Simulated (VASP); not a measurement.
Level of theory: LDA (Ceperley-Alder, Perdew-Zunger), VASP's LDA PAW potentials (set 64) (plane waves; VASP 6.6.1).

VASP input:

INCAR:
```
SYSTEM = WS2
PREC = Accurate; ENCUT = 480; LREAL = .False.
LASPH = .True.
EDIFF = 1E-6; NELM = 100; ALGO = Normal
LMAXMIX = 6
ISMEAR = 0; SIGMA = 0.05
IBRION = 2; NSW = 60; ISIF = 3
EDIFFG = -0.02
LWAVE = .False.; LCHARG = .False.
```

File POSCAR:
```
WS2
1
    3.1327086955     0.0000000000     0.0000000000
   -1.5663543477     2.7130052914    -0.0000000000
    0.0000000000    -0.0000000000    12.2359167704
W S
2 4
Direct
  0.6666670000   0.3333330000   0.7500000000
  0.3333330000   0.6666670000   0.2500000000
  0.6666670000   0.3333330000   0.3775659761
  0.3333330000   0.6666670000   0.8775659761
  0.3333330000   0.6666670000   0.6224340239
  0.6666670000   0.3333330000   0.1224340239
```

**KPOINTS**
```
Automatic mesh
0
Gamma
 7 7 2
0 0 0
```

POTCAR, in this order: W_sv S (LDA.64 set). Program: vasp_std.

Output

**OUTCAR**
```
 ion  position               nearest neighbor table
   1  0.667  0.333  0.750-   4 2.39   5 2.39   4 2.39   5 2.39   4 2.39   5 2.39
   2  0.333  0.667  0.250-   3 2.39   6 2.39   3 2.39   6 2.39   3 2.39   6 2.39
   3  0.667  0.333  0.378-   2 2.39   2 2.39   2 2.39
   4  0.333  0.667  0.878-   1 2.39   1 2.39   1 2.39
   5  0.333  0.667  0.622-   1 2.39   1 2.39   1 2.39
   6  0.667  0.333  0.122-   2 2.39   2 2.39   2 2.39
  LATTYP: Found a hexagonal cell.
 ALAT       =     3.1327086955
 C/A-ratio  =     3.9058584630
 Subroutine PRICEL returns:
 Original cell was already a primitive cell.
 Subroutine GETGRP returns: Found 24 space group operations
The static configuration has the point symmetry D_3d.
 The point group associated with its full space group is D_6h.
The dynamic configuration has the point symmetry D_3d.
 Subroutine INISYM returns: Found 24 space group operations
 Subroutine IBZKPT returns following result:
 Found     16 irreducible k-points:

 Following reciprocal coordinates:
            Coordinates               Weight
  0.000000  0.000000  0.000000      1.000000
  0.142857  0.000000  0.000000      6.000000
  0.285714  0.000000  0.000000      6.000000
  0.428571  0.000000  0.000000      6.000000
  0.142857  0.142857  0.000000      6.000000
  0.285714  0.142857  0.000000     12.000000
  0.428571  0.142857  0.000000      6.000000
  0.285714  0.285714  0.000000      6.000000
  0.000000  0.000000  0.500000      1.000000
  0.142857  0.000000  0.500000      6.000000
  0.285714  0.000000  0.500000      6.000000
  0.428571  0.000000  0.500000      6.000000
  0.142857  0.142857  0.500000      6.000000
  0.285714  0.142857  0.500000     12.000000
  0.428571  0.142857  0.500000      6.000000
  0.285714  0.285714  0.500000      6.000000
   k-points           NKPTS =     16   k-points in BZ     NKDIM =     16   number of bands    NBANDS=     31
   number of dos      NEDOS =    301   number of ions     NIONS =      6
...
```

OSZICAR:
```
       N       E                     dE             d eps       ncg     rms          rms(c)
DAV:   1     0.498552048529E+03    0.49855E+03   -0.27784E+04  1112   0.158E+03
DAV:   2    -0.231449357556E+02   -0.52170E+03   -0.51020E+03  1164   0.438E+02
DAV:   3    -0.543484969555E+02   -0.31204E+02   -0.30677E+02  1260   0.991E+01
DAV:   4    -0.551428386307E+02   -0.79434E+00   -0.79230E+00  1235   0.164E+01
DAV:   5    -0.551630689864E+02   -0.20230E-01   -0.20222E-01  1232   0.259E+00    0.404E+01
DAV:   6    -0.529098606796E+02    0.22532E+01   -0.12309E+01  1160   0.205E+01    0.174E+01
DAV:   7    -0.526597669971E+02    0.25009E+00   -0.36422E+00  1132   0.888E+00    0.645E+00
DAV:   8    -0.525290450170E+02    0.13072E+00   -0.60726E-01  1270   0.457E+00    0.193E+00
DAV:   9    -0.525296382009E+02   -0.59318E-03   -0.65975E-02  1394   0.126E+00    0.911E-01
DAV:  10    -0.525269662158E+02    0.26720E-02   -0.27092E-02  1239   0.103E+00    0.289E-01
DAV:  11    -0.525267148118E+02    0.25140E-03   -0.32014E-03  1229   0.336E-01    0.110E-01
DAV:  12    -0.525266811295E+02    0.33682E-04   -0.17371E-04  1252   0.850E-02    0.378E-02
DAV:  13    -0.525266822299E+02   -0.11004E-05   -0.59594E-05  1262   0.410E-02    0.111E-02
DAV:  14    -0.525266815815E+02    0.64842E-06   -0.42261E-06  1053   0.122E-02
   1 F= -.52526682E+02 E0= -.52526682E+02  d E =-.525267E+02
       N       E                     dE             d eps       ncg     rms          rms(c)
DAV:   1    -0.525317967331E+02   -0.51145E-02   -0.14134E-01  1104   0.317E+00    0.797E-01
DAV:   2    -0.525279693264E+02    0.38274E-02   -0.14150E-02  1150   0.907E-01    0.227E-01
DAV:   3    -0.525271209742E+02    0.84835E-03   -0.22008E-03  1209   0.253E-01    0.936E-02
DAV:   4    -0.525270350439E+02    0.85930E-04   -0.35280E-04  1172   0.118E-01    0.851E-02
DAV:   5    -0.525270158147E+02    0.19229E-04   -0.67437E-05  1289   0.529E-02    0.505E-02
DAV:   6    -0.525270095498E+02    0.62649E-05   -0.32237E-05  1256   0.293E-02    0.108E-02
DAV:   7    -0.525270087899E+02    0.75986E-06   -0.73949E-06  1190   0.188E-02
   2 F= -.52527009E+02 E0= -.52527009E+02  d E =-.327208E-03
       N       E                     dE             d eps       ncg     rms          rms(c)
DAV:   1    -0.525272640971E+02   -0.25455E-03   -0.67487E-03  1111   0.694E-01    0.176E-01
DAV:   2    -0.525270796332E+02    0.18446E-03   -0.68661E-04  1171   0.200E-01    0.503E-02
DAV:   3    -0.525270387343E+02    0.40899E-04   -0.10659E-04  1223   0.557E-02    0.203E-02
DAV:   4    -0.525270345310E+02    0.42033E-05   -0.17278E-05  1178   0.262E-02    0.185E-02
DAV:   5    -0.525270335675E+02    0.96350E-06   -0.29418E-06   790   0.116E-02
   3 F= -.52527034E+02 E0= -.52527034E+02  d E =-.351986E-03
       N       E                     dE             d eps       ncg     rms          rms(c)
DAV:   1    -0.525272256420E+02   -0.19111E-03   -0.36465E-02  1055   0.913E-01    0.142E-01
DAV:   2    -0.525272520893E+02   -0.26447E-04   -0.18999E-03  1197   0.235E-01    0.753E-02
DAV:   3    -0.525272300227E+02    0.22067E-04   -0.51650E-05  1200   0.436E-02    0.611E-02
DAV:   4    -0.525272198090E+02    0.10214E-04   -0.42306E-05  1160   0.357E-02    0.217E-02
DAV:   5    -0.525272198134E+02   -0.44165E-08   -0.32104E-06   935   0.107E-02
   4 F= -.52527220E+02 E0= -.52527220E+02  d E =-.186246E-03
       N       E                     dE             d eps       ncg     rms          rms(c)
DAV:   1    -0.525272319587E+02   -0.12150E-04   -0.13214E-03  1090   0.174E-01    0.251E-02
DAV:   2    -0.525272324123E+02   -0.45366E-06   -0.68812E-05  1170   0.452E-02    0.139E-02
DAV:   3    -0.525272315785E+02    0.83386E-06   -0.17179E-06   766   0.836E-03
   5 F= -.52527232E+02 E0= -.52527232E+02  d E =-.198011E-03
       N       E                     dE             d eps       ncg     rms          rms(c)
DAV:   1    -0.525282882697E+02   -0.10559E-02   -0.40868E-02   992   0.129E+00    0.209E-01
DAV:   2    -0.525276269507E+02    0.66132E-03   -0.52914E-03  1107   0.462E-01    0.137E-01
DAV:   3    -0.525275388736E+02    0.88077E-04   -0.25481E-04  1222   0.903E-02    0.605E-02
DAV:   4    -0.525274872085E+02    0.51665E-04   -0.16133E-04  1148   0.545E-02    0.223E-02
DAV:   5    -0.525274822432E+02    0.49654E-05   -0.17746E-05  1302   0.268E-02    0.156E-02
DAV:   6    -0.525274821233E+02    0.11989E-06   -0.41329E-06   997   0.106E-02
   6 F= -.52527482E+02 E0= -.52527482E+02  d E =-.250545E-03
       N       E                     dE             d eps       ncg     rms          rms(c)
DAV:   1    -0.525351661041E+02   -0.76839E-02   -0.36796E-01   999   0.386E+00    0.617E-01
DAV:   2    -0.525292098941E+02    0.59562E-02   -0.47442E-02  1121   0.138E+00    0.409E-01
DAV:   3    -0.525284171155E+02    0.79278E-03   -0.22458E-03  1201   0.269E-01    0.180E-01
DAV:   4    -0.525279590203E+02    0.45810E-03   -0.13992E-03  1127   0.161E-01    0.679E-02
DAV:   5    -0.525279136894E+02    0.45331E-04   -0.16266E-04  1280   0.812E-02    0.475E-02
DAV:   6    -0.525279122558E+02    0.14336E-05   -0.37379E-05  1160   0.322E-02    0.168E-02
DAV:   7    -0.525279111938E+02    0.10620E-05   -0.51411E-06  1032   0.115E-02    0.790E-03
DAV:   8    -0.525279107140E+02    0.47978E-06   -0.18130E-06   772   0.771E-03
   7 F= -.52527911E+02 E0= -.52527911E+02  d E =-.679136E-03
```

### OUTCAR
```
------------------------ aborting loop because EDIFF is reached ----------------------------------------
  FORCE on cell =-STRESS in cart. coord.  units (eV):
  Direction    XX          YY          ZZ          XY          YZ          ZX
  --------------------------------------------------------------------------------------
  Total       -0.1167317     -0.1167317     -0.0954937     -0.0000000      0.0000000      0.0000000
  in kB       -1.8096840     -1.8096840     -1.4804331     -0.0000000      0.0000000      0.0000000
  external PRESSURE =      -1.6999337 kB  Pullay stress =       0.0000000 kB
  volume of cell :      103.35
      direct lattice vectors                 reciprocal lattice vectors
     3.130703101 -0.000000000 -0.000000000     0.319417066  0.184415531  0.000000000
    -1.565351551  2.711268396 -0.000000000     0.000000000  0.368831061  0.000000000
     0.000000000 -0.000000000 12.175373643     0.000000000  0.000000000  0.082133003
 POSITION                                       TOTAL-FORCE (eV/Angst)
 -----------------------------------------------------------------------------------
      1.56535      0.90376      9.13153         0.000000      0.000000      0.000000
     -0.00000      1.80751      3.04384        -0.000000     -0.000000      0.000000
      1.56535      0.90376      4.60678         0.000000     -0.000000      0.000134
     -0.00000      1.80751     10.69446        -0.000000      0.000000      0.000134
     -0.00000      1.80751      7.56860        -0.000000      0.000000     -0.000134
      1.56535      0.90376      1.48091         0.000000     -0.000000     -0.000134
 -----------------------------------------------------------------------------------
    total drift:                               -0.000986      0.000569     -0.000038
  FREE ENERGIE OF THE ION-ELECTRON SYSTEM (eV)
  ---------------------------------------------------
  free  energy   TOTEN  =       -52.5279107140 eV

  energy  without entropy=      -52.5279107140  energy(sigma->0) =      -52.52791071

 reached required accuracy - stopping structural energy minimisation
```
(Selected blocks of OUTCAR.)

### CONTCAR
```
WS2
   1.00000000000000
     3.1307031014374265   -0.0000000000000375   -0.0000000000000000
    -1.5653515506687778    2.7112683960339874   -0.0000000000000000
     0.0000000000000000   -0.0000000000000000   12.1753736425084949
  W               S
     2     4
Direct
     0.6666669999999968    0.3333330000000032    0.7500000000000000
     0.3333330000000032    0.6666669999999968    0.2500000000000000
     0.6666669999999968    0.3333330000000032    0.3783682815498930
     0.3333330000000032    0.6666669999999968    0.8783682815498931
     0.3333330000000032    0.6666669999999968    0.6216317184501069
     0.6666669999999968    0.3333330000000032    0.1216317184501069
```

**OUTCAR**
```
 val. band max:        7.7245694413   @ k =   0.0000   0.0000   0.0000

 cond. band min:       8.7000057200   @ k =   0.1429   0.1429   0.0000


 Fermi energy:         7.9918132352

 k-point     1 :       0.0000    0.0000    0.0000
  band No.  band energies     occupation
      1     -66.4303      2.00000
      2     -66.4303      2.00000
      3     -30.9873      2.00000
      4     -30.9872      2.00000
      5     -30.7723      2.00000
      6     -30.7723      2.00000
      7     -30.7723      2.00000
      8     -30.7722      2.00000
      9      -8.0142      2.00000
     10      -7.7447      2.00000
     11      -6.4285      2.00000
     12      -5.9103      2.00000
     13      -0.1349      2.00000
     14       1.0421      2.00000
     15       3.6927      2.00000
     16       4.1524      2.00000
     17       4.1524      2.00000
     18       4.1674      2.00000
     19       4.1674      2.00000
     20       5.4270      2.00000
     21       5.4271      2.00000
     22       5.4869      2.00000
     23       5.4870      2.00000
     24       6.2774      2.00000
     25       6.3398      2.00000
     26       7.7246      2.00000
     27      10.0360      0.00000
     28      10.0361      0.00000
     29      10.0466      0.00000
     30      10.0466      0.00000
     31      10.1141      0.00000

 k-point     2 :       0.1429    0.0000    0.0000
  band No.  band energies     occupation
      1     -66.4261      2.00000
      2     -66.4261      2.00000
      3     -30.9730      2.00000
      4     -30.9729      2.00000
      5     -30.8508      2.00000
      6     -30.8508      2.00000
      7     -30.7904      2.00000
      8     -30.7904      2.00000
      9      -7.6591      2.00000
     10      -7.3900      2.00000
     11      -6.2765      2.00000
     12      -5.8038      2.00000
     13       0.2764      2.00000
     14       1.4441      2.00000
     15       3.2241      2.00000
     16       3.3413      2.00000
     17       3.3925      2.00000
...
```

Unless said otherwise, spin-orbit coupling is left out, though it shifts the bands of the heavy elements here.

The compound is WS2 in the 2H layered structure. This run relaxes it. Symmetry was kept, so distortions that lower it aren't found. The start is the result of an earlier pass.
